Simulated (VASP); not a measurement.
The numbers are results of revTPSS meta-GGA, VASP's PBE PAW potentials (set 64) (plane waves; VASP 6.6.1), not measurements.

Input for VASP

**INCAR**
```
! general
SYSTEM  = CuZn
PREC    = Accurate
ENCUT   = 520
LREAL   = F
LASPH   = T

! electronic loop
EDIFF   = 1E-7
NELM    = 100
ALGO    = Normal
LMAXMIX = 4
LMIXTAU = T

! smearing
ISMEAR  = 1
SIGMA   = 0.1

! functional
METAGGA = RTPSS

! ions
ISIF    = 2

! output
LWAVE   = F
LCHARG  = F
```

KPOINTS:
```
Automatic mesh
0
Gamma
13 13 13
0 0 0
```

POSCAR:
```
CuZn
1
    2.9214353902     0.0000000000     0.0000000000
    0.0000000000     2.9214353902     0.0000000000
    0.0000000000     0.0000000000     2.9214353902
Zn Cu
1 1
Direct
  0.5000000000   0.5000000000   0.5000000000
  0.0000000000   0.0000000000   0.0000000000
```

POTCAR, in this order: Zn Cu (PBE.64 set). Program: vasp_std.

The run wrote:

File OSZICAR:
```
       N       E                     dE             d eps       ncg     rms          rms(c)
DAV:   1     0.175879689942E+03    0.17588E+03   -0.17879E+04  2640   0.419E+03
DAV:   2     0.346006234327E+02   -0.14128E+03   -0.13829E+03  2730   0.510E+02
DAV:   3     0.195756156758E+02   -0.15025E+02   -0.14964E+02  3213   0.202E+02
DAV:   4     0.192525034226E+02   -0.32311E+00   -0.32303E+00  3339   0.367E+01
DAV:   5     0.192482296775E+02   -0.42737E-02   -0.42736E-02  3389   0.379E+00    0.489E+00
DAV:   6     0.356939255504E+01   -0.15679E+02   -0.51213E+01  2520   0.834E+01    0.875E+00
DAV:   7     0.347371978339E+01   -0.95673E-01   -0.84963E-01  2879   0.142E+01    0.931E+00
DAV:   8     0.296881496624E+01   -0.50490E+00   -0.74756E-01  3178   0.208E+01    0.941E+00
DAV:   9     0.376248028577E+01    0.79367E+00   -0.87115E-01  2958   0.234E+01    0.702E+00
DAV:  10     0.410745086735E+01    0.34497E+00   -0.28490E+00  4202   0.355E+01    0.578E+00
DAV:  11     0.410072615901E+01   -0.67247E-02   -0.71789E-01  2695   0.208E+01    0.464E+00
DAV:  12     0.422675198095E+01    0.12603E+00   -0.27961E-01  3493   0.129E+01    0.192E+00
DAV:  13     0.425710241519E+01    0.30350E-01   -0.27069E-01  2675   0.126E+01    0.329E-01
DAV:  14     0.425791306596E+01    0.81065E-03   -0.19636E-02  3464   0.265E+00    0.495E-01
DAV:  15     0.426198394868E+01    0.40709E-02   -0.16963E-02  3165   0.316E+00    0.103E-01
DAV:  16     0.426217969149E+01    0.19574E-03   -0.12800E-03  3113   0.745E-01    0.151E-01
DAV:  17     0.426214935215E+01   -0.30339E-04   -0.70825E-04  3395   0.703E-01    0.170E-02
DAV:  18     0.426213884605E+01   -0.10506E-04   -0.56886E-05  3631   0.133E-01    0.408E-03
DAV:  19     0.426213387526E+01   -0.49708E-05   -0.61153E-06  3544   0.426E-02    0.278E-03
DAV:  20     0.426213134176E+01   -0.25335E-05   -0.26257E-06  2893   0.396E-02    0.322E-03
DAV:  21     0.426213079969E+01   -0.54207E-06   -0.23542E-07  2445   0.123E-02    0.144E-03
DAV:  22     0.426213079779E+01   -0.18927E-08   -0.87915E-08  1491   0.869E-03
   1 F= 0.42621308E+01 E0= 0.42624902E+01  d E =-.107811E-02
```

OUTCAR:
```
------------------------ aborting loop because EDIFF is reached ----------------------------------------
  FORCE on cell =-STRESS in cart. coord.  units (eV):
  Direction    XX          YY          ZZ          XY          YZ          ZX
  --------------------------------------------------------------------------------------
  Total       -0.6215262     -0.6215262     -0.6215262     -0.0000000     -0.0000000     -0.0000000
  in kB      -39.9375236    -39.9375236    -39.9375236     -0.0000000     -0.0000000     -0.0000000
  external PRESSURE =     -39.9375236 kB  Pullay stress =       0.0000000 kB
  volume of cell :       24.93
      direct lattice vectors                 reciprocal lattice vectors
     2.921435390  0.000000000  0.000000000     0.342297490  0.000000000  0.000000000
     0.000000000  2.921435390  0.000000000     0.000000000  0.342297490  0.000000000
     0.000000000  0.000000000  2.921435390     0.000000000  0.000000000  0.342297490
 POSITION                                       TOTAL-FORCE (eV/Angst)
 -----------------------------------------------------------------------------------
      1.46072      1.46072      1.46072         0.000000      0.000000      0.000000
      0.00000      0.00000      0.00000         0.000000      0.000000      0.000000
 -----------------------------------------------------------------------------------
    total drift:                                0.000000      0.000000     -0.000000
  FREE ENERGIE OF THE ION-ELECTRON SYSTEM (eV)
  ---------------------------------------------------
  free  energy   TOTEN  =         4.2621307978 eV

  energy  without entropy=        4.2632089059  energy(sigma->0) =        4.26249017
```
(Selected blocks of OUTCAR.)

The compound is CuZn in the CsCl type structure. This cell is one point of a volume scan, at 1.03 of the reference volume. The electron count is odd and the run is not spin-polarised, which forces a metal.
